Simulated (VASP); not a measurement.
# InPd2F in VASP: notebook

Runs on InPd2F. Level: PBE. Tasks: single point.

All numbers are computed with VASP 6.6.1; they aren't measurements. Logs are shortened: lines on timing, memory, paths and dates and some standing lists are left out, and cuts for length are marked.

## Step 1: The crystal as given

The cell holds a amorphous, 4 atoms: a = 3.503 Å, b = 4.857 Å, c = 4.365 Å, α = 98.01°, β = 69.74°, γ = 75.51°.

The cell was built by a generator and needn't be a form met in nature.

## Step 2: Single point, PBE

Input file INCAR:

```
SYSTEM = InPd2F
PREC = Accurate
ENCUT = 520
EDIFF = 1E-7
ISMEAR = -1
SIGMA = 0.1
LREAL = .False.
LASPH = .True.
NELM = 100
ALGO = Normal
ISIF = 2
LWAVE = .False.
LCHARG = .False.
GGA = PE
NBANDS = 28
```

Input file KPOINTS:

```
Automatic mesh
0
Gamma
  6 4 5
  0.5 0.5 0.5
```

Input file POSCAR:

```
InPd2F
1.0
    3.3252890000      0.5335480000      0.9633890000
    0.5496430000      4.8236980000     -0.1510270000
    0.4274000000     -0.5264720000      4.3115020000
Pd In F
2 1 1
Direct
    0.0683070000      0.5852640000      0.2320670000
    0.6126290000      0.8671970000      0.9045630000
    0.1526530000      0.1582650000      0.5797240000
    0.3546340000      0.5535530000      0.6813630000
```

Potentials or basis: VASP PAW PBE potentials, release 64 (Pd, In_d, F).

Run with:

```
> cat potpaw_PBE.64/Pd/POTCAR potpaw_PBE.64/In_d/POTCAR potpaw_PBE.64/F/POTCAR > POTCAR
> mpirun -np 1 vasp_std > vasp.out
```

OUTCAR:

```text
SYSTEM = InPd2F
   PREC = Accurate
   ENCUT = 520
   EDIFF = 1E-7
   ISMEAR = -1
   LREAL = .False.
   LASPH = .True.
   NELM = 100
   ISIF = 2
   GGA = PE

 ion  position               nearest neighbor table
   1  0.068  0.585  0.232-   4 2.23   4 2.50   4 2.65   2 2.74   2 2.74   3 2.75   2 2.75   3 3.11
                             3 3.16   2 3.35   3 3.36   3 3.71
   2  0.613  0.867  0.905-   4 2.23   4 2.42   1 2.74   1 2.74   1 2.75   3 2.76   3 2.76   3 2.77
                             3 3.31   1 3.35
   3  0.153  0.158  0.580-   4 2.25   1 2.75   2 2.76   2 2.76   2 2.77   4 2.81   1 3.11   1 3.16
                             2 3.31   1 3.36   1 3.71
   4  0.355  0.554  0.681-   1 2.23   2 2.23   3 2.25   2 2.42   1 2.50   1 2.65   3 2.81

  LATTYP: Found a triclinic cell.
 ALAT       =     4.8572604395
 B/A-ratio  =     1.9905524714
 C/A-ratio  =     1.1257725868
 COS(alpha) =     0.0026718318
 COS(beta)  =     0.6167582779
 COS(gamma) =     0.7465559471

  Lattice vectors:

 A1 = (  -0.5496430000,  -4.8236980000,   0.1510270000)
 A2 = (  -6.7728210000,  -6.4172660000,   2.5357510000)
 A3 = (   2.3482460000,  -3.7636780000,  -3.1970860000)

Analysis of symmetry for initial positions (statically):
=====================================================================
 Subroutine PRICEL returns:
 Original cell was already a primitive cell.

 Routine SETGRP: Setting up the symmetry group for a
 triclinic supercell.

 Subroutine GETGRP returns: Found  1 space group operations
 (whereof  1 operations were pure point group operations)
 out of a pool of  2 trial point group operations.

The static configuration has the point symmetry C_1 .

Analysis of symmetry for dynamics (positions and initial velocities):
=====================================================================
 Subroutine PRICEL returns:
 Original cell was already a primitive cell.

 Routine SETGRP: Setting up the symmetry group for a
 triclinic supercell.

 Subroutine GETGRP returns: Found  1 space group operations
 (whereof  1 operations were pure point group operations)
 out of a pool of  2 trial point group operations.

The dynamic configuration has the point symmetry C_1 .

 Subroutine INISYM returns: Found  1 space group operations
 (whereof  1 operations are pure point group operations),
 and found     1 'primitive' translations

----------------------------------------------------------------------------------------

                                     Primitive cell

  volume of cell :      65.3291
[... 94 lines left out ...]
   LREAL  =      F    real-space projection
   EDIFFG = 0.1E-05   stopping-criterion for IOM
   NSW    =      0    number of steps for IOM
   IBRION =     -1    ionic relax: 0-MD 1-quasi-New 2-CG
   NFREE  =      0    steps in history (QN), initial steepest desc. (CG)
   ISIF   =      2    stress and relaxation
   ISYM   =      2    0-nonsym 1-usesym 2-fastsym
   POTIM  = 0.5000    time-step for ionic-motion
   TEBEG  =    0.0;   TEEND  =   0.0 temperature during run
   PSTRESS=    0.0 pullay stress
   NELECT =      40.0000    total number of electrons
   NUPDOWN=      -1.0000    fix difference up-down
   EMIN   =  10.00;   EMAX   =-10.00  energy-range for DOS
   EFERMI =   0.00;   METHOD = LEGACY
   ISMEAR =    -1;   SIGMA  =   0.10  broadening in eV -4-tet -1-fermi 0-gaus
   EFERMI_NEDOS =   21; number of points for ismear=-14 and -15
   IALGO  =     38    algorithm
   IMIX   =      4    mixing-type and parameters
     AMIX     =   0.40;   BMIX     =  1.00
     AMIX_MAG =   1.60;   BMIX_MAG =  1.00
  volume/ion in A,a.u.               =      16.33       110.22
  Fermi-wavevector in a.u.,A,eV,Ry     =   1.390142  2.626988 26.293192  1.932495
  Thomas-Fermi vector in A             =   2.514105
   LORBIT       =      0    0 simple, 1 ext, 2 COOP (PROOUT), +10 PAW based schemes
   GGA     = PE    functional components
   LHFCALC =     F    Hartree Fock is set to
   AEXX    =    0.0000 exact exchange contribution
   IVDW    =     0    specifies the selected vdW correction
   LEPSILON=     F    determine dielectric tensor
   LRPA    =     F    only Hartree local field effects (RPA)
 non-spin polarized calculation
  energy-cutoff  :      520.00
  volume of cell :       65.33
 maximum number of plane-waves:      1775
 NGX is ok and might be reduce to    28
   NGX = 13   NGY = 19   NGZ = 17

 number of electron      40.0000005 magnetization

 Free energy of the ion-electron system (eV)
  ---------------------------------------------------
  ext. energy  EPLUGINS =         0.00000000
  ---------------------------------------------------
  free energy    TOTEN  =       -16.26905292 eV

  energy without entropy =      -16.22019322  energy(sigma->0) =      -16.24462307

 E-fermi :   7.4128     XC(G=0): -11.5101

 val. band max:        7.3584837057   @ k =   0.4167   0.3750   0.3000
 cond. band min:       7.4226259093   @ k =  -0.4167  -0.1250   0.3000
 fundamental gap:      0.0641422036
 Fermi energy:         7.4127777488

 k-point     1 :       0.0833    0.1250    0.1000
  band No.  band energies     occupation
      1     -16.9528      2.00000
      2      -6.8811      2.00000
      3      -6.7922      2.00000
      4      -6.7632      2.00000
      5      -6.7205      2.00000
      6      -6.7122      2.00000
[... 733 lines left out ...]
     27      17.8848      0.00000
     28      18.7993      0.00000

 [... further k-points ...]

------------------------ aborting loop because EDIFF is reached ----------------------------------------

  FORCE on cell =-STRESS in cart. coord.  units (eV):
  Direction    XX          YY          ZZ          XY          YZ          ZX
  --------------------------------------------------------------------------------------
  -------------------------------------------------------------------------------------
  Total        3.0062313      2.0737405      3.5058497      1.3652832     -0.0765481      0.8592662
  in kB       73.7269221     50.8578637     85.9799129     33.4831610     -1.8773203     21.0732459
  external PRESSURE =      70.1882329 kB  Pullay stress =       0.0000000 kB

 VOLUME and BASIS-vectors are now :
 -----------------------------------------------------------------------------
  energy-cutoff  :      520.00
  volume of cell :       65.33
      direct lattice vectors                 reciprocal lattice vectors
     3.325289000  0.533548000  0.963389000     0.317130689 -0.037262640 -0.035987318
     0.549643000  4.823698000 -0.151027000    -0.042976090  0.213155107  0.030288326
     0.427400000 -0.526472000  4.311502000    -0.072367070  0.015792778  0.241039930

 POSITION                                       TOTAL-FORCE (eV/Angst)
 -----------------------------------------------------------------------------------
      0.64801      2.73741      0.97797        -0.331670     -0.016167      0.403340
      2.90043      4.03374      4.35926        -0.175534      1.859677      0.635748
      0.84238      0.53966      2.62264        -0.151202     -0.881702     -0.133732
      1.77473      2.50067      3.19575         0.658406     -0.961808     -0.905356
 -----------------------------------------------------------------------------------
    total drift:                                0.000035      0.001087      0.000083

  FREE ENERGIE OF THE ION-ELECTRON SYSTEM (eV)
  ---------------------------------------------------
  free  energy   TOTEN  =       -16.2690529153 eV

  energy  without entropy=      -16.2201932203  energy(sigma->0) =      -16.24462307
```

OSZICAR:

```text
N       E                     dE             d eps       ncg     rms          rms(c)
DAV:   1     0.382649629831E+03    0.38265E+03   -0.20085E+04  3376   0.177E+03
DAV:   2     0.189662798077E+02   -0.36368E+03   -0.34438E+03  3560   0.438E+02
DAV:   3    -0.159198217488E+02   -0.34886E+02   -0.33950E+02  3724   0.134E+02
DAV:   4    -0.169736942808E+02   -0.10539E+01   -0.10512E+01  3752   0.232E+01
DAV:   5    -0.170078346523E+02   -0.34140E-01   -0.34137E-01  4564   0.428E+00    0.856E+00
DAV:   6    -0.163546616451E+02    0.65317E+00   -0.25483E+00  5224   0.171E+01    0.553E+00
DAV:   7    -0.162861799675E+02    0.68482E-01   -0.44523E-01  3572   0.579E+00    0.305E+00
DAV:   8    -0.162731896830E+02    0.12990E-01   -0.10195E-01  3740   0.234E+00    0.115E+00
DAV:   9    -0.162696676775E+02    0.35220E-02   -0.20284E-02  5084   0.141E+00    0.405E-01
DAV:  10    -0.162694388593E+02    0.22882E-03   -0.91742E-03  3556   0.987E-01    0.256E-01
DAV:  11    -0.162690486270E+02    0.39023E-03   -0.17257E-03  3788   0.490E-01    0.130E-01
DAV:  12    -0.162690504062E+02   -0.17792E-05   -0.11919E-04  4372   0.987E-02    0.571E-02
DAV:  13    -0.162690528187E+02   -0.24126E-05   -0.24832E-05  4360   0.566E-02    0.153E-02
DAV:  14    -0.162690528325E+02   -0.13778E-07   -0.33352E-06  4648   0.209E-02    0.445E-03
DAV:  15    -0.162690529153E+02   -0.82779E-07   -0.43997E-07  3624   0.538E-03
   1 F= -.16269053E+02 E0= -.16244623E+02  d E =-.488597E-01
```

stdout:

```text
POSCAR found type information on POSCAR PdInF
 POSCAR found :  3 types and       4 ions
 scaLAPACK will be used
 LDA part: xc-table for (Slater+PW92), standard interpolation
 POSCAR, INCAR and KPOINTS ok, starting setup
 FFT: planning ... GRIDC
 FFT: planning ... GRID_SOFT
 FFT: planning ... GRID
 WAVECAR not read
 entering main loop
```

Wall time 49 s (1 thread of AMD EPYC 9R45 (Zen 5), shared host); peak memory 0.21 GiB.

Results:

| Property | Result |
| --- | --- |
| Free energy | -16.2691 eV |
| Pressure | 7.0 GPa |
| Largest force | 1.973 eV/Å |
| Band gap on the k mesh | none (metal or under the smearing width) |

Forces on the atoms (eV/Å):
```
Pd  -0.332 -0.016  0.403
Pd  -0.176  1.860  0.636
In  -0.151 -0.882 -0.134
F    0.658 -0.962 -0.905
```

Levels at points of the mesh, in eV from the Fermi level:
```csv
k point,band 16,band 17,band 18,band 19,band 20,band 21,band 22,band 23,band 24,band 25
"(0.08, 0.12, 0.10)",-1.34,-1.14,-0.98,-0.77,-0.48,1.93,3.74,5.20,6.88,7.65
```

## Step 3: Single point, PBE

Input file INCAR:

```
SYSTEM = InPd2F
PREC = Accurate
ENCUT = 520
EDIFF = 1E-6
ISMEAR = 0
SIGMA = 0.1
LREAL = .FALSE.
LASPH = .TRUE.
NELM = 100
ALGO = Fast
ISIF = 2
LWAVE = .FALSE.
LCHARG = .FALSE.
GGA = PE
NBANDS = 28
```

Input file KPOINTS:

```
Automatic mesh
0
Gamma
  5 3 4
  0.5 0.5 0.5
```

Input file POSCAR:

```
InPd2F
1.0
    3.3252890000      0.5335480000      0.9633890000
    0.5496430000      4.8236980000     -0.1510270000
    0.4274000000     -0.5264720000      4.3115020000
Pd In F
2 1 1
Direct
    0.0677618127      0.5833731402      0.2328367493
    0.6109458371      0.8706159409      0.9065198195
    0.1541693450      0.1571853919      0.5783680924
    0.3579533095      0.5515181991      0.6742856337
```

Potentials or basis: VASP PAW PBE potentials, release 64 (Pd, In_d, F).

Run with:

```
> cat potpaw_PBE.64/Pd/POTCAR potpaw_PBE.64/In_d/POTCAR potpaw_PBE.64/F/POTCAR > POTCAR
> mpirun -np 1 vasp_std > vasp.out
```

It took 35 s on 1 thread of Intel Xeon Platinum 8559C (Emerald Rapids), shared host; peak memory 0.2 GiB.

It converged, with:

* Free energy: -16.3124 eV
* Pressure: 6.5 GPa
* Largest force: 1.777 eV/Å
* Band gap on the k mesh: none (metal or under the smearing width)

Forces on the atoms (eV/Å):
```
Pd  -0.316  0.098  0.174
Pd  -0.145  1.648  0.649
In  -0.155 -0.879 -0.068
F    0.616 -0.866 -0.756
```

Stress tensor (GPa, compression positive):
```
 7.09  3.01  2.36
 3.01  4.39 -0.11
 2.36 -0.11  8.03
```

Levels at points of the mesh, in eV from the Fermi level:
```tsv
k point	band 18	band 19	band 20	band 21	band 22	band 23
(0.10, 0.17, 0.12)	-0.99	-0.75	-0.46	1.57	3.48	5.63
```

Caveat: the k mesh is coarse (spacing up to 0.46 Å⁻¹), so the values aren't converged.

## Step 4: Single point, PBE

Input file INCAR:

```
SYSTEM = InPd2F
ALGO     = Normal         ! electronic algorithm
EDIFF    = 1E-6           ! SCF threshold, eV
ENCUT    = 520            ! plane-wave cutoff, eV
GGA      = PE             ! functional
ISIF     = 2              ! what is computed and relaxed
ISMEAR   = 0              ! smearing method
LASPH    = .True.         ! aspherical terms in the spheres
LCHARG   = .False.        ! write CHGCAR
LREAL    = .False.        ! projectors in reciprocal space
LWAVE    = .False.        ! write WAVECAR
NBANDS   = 28             ! bands
NELM     = 100            ! most SCF steps
PREC     = Accurate       ! precision mode
SIGMA    = 0.1            ! smearing width, eV
```

KPOINTS is that of step 3.

Input file POSCAR:

```
InPd2F
1.0
    3.3252890000      0.5335480000      0.9633890000
    0.5496430000      4.8236980000     -0.1510270000
    0.4274000000     -0.5264720000      4.3115020000
Pd In F
2 1 1
Direct
    0.0667335540      0.5816549495      0.2338934854
    0.6086786534      0.8757107269      0.9093291954
    0.1556352999      0.1553692303      0.5769350479
    0.3675520332      0.5435802240      0.6612896630
```

Run with:

```
> cat potpaw_PBE.64/Pd/POTCAR potpaw_PBE.64/In_d/POTCAR potpaw_PBE.64/F/POTCAR > POTCAR
> mpirun -np 1 vasp_std > vasp.out
```

Wall time 35 s (1 thread of Intel Xeon Platinum 8559C (Emerald Rapids), shared host); peak memory 0.2 GiB.

The run converged. Its results:

* Free energy: -16.4187 eV
* Pressure: 5.7 GPa
* Largest force: 1.462 eV/Å
* Band gap on the k mesh: none (metal or under the smearing width)

Forces on the atoms (eV/Å):
```
Pd  -0.254  0.227 -0.083
Pd  -0.155  1.334  0.577
In  -0.206 -0.894 -0.007
F    0.614 -0.667 -0.488
```

Stress tensor (GPa, compression positive):
```
 5.93  2.79  2.26
 2.79  4.01 -0.34
 2.26 -0.34  7.10
```

Levels at points of the mesh, in eV from the Fermi level:
```tsv
k point	band 17	band 18	band 19	band 20	band 21	band 22	band 23	band 24
(0.10, 0.17, 0.12)	-1.15	-0.99	-0.80	-0.47	1.56	3.49	5.64	7.04
```

Caveat: the k mesh is coarse (spacing up to 0.46 Å⁻¹), so the values aren't converged.
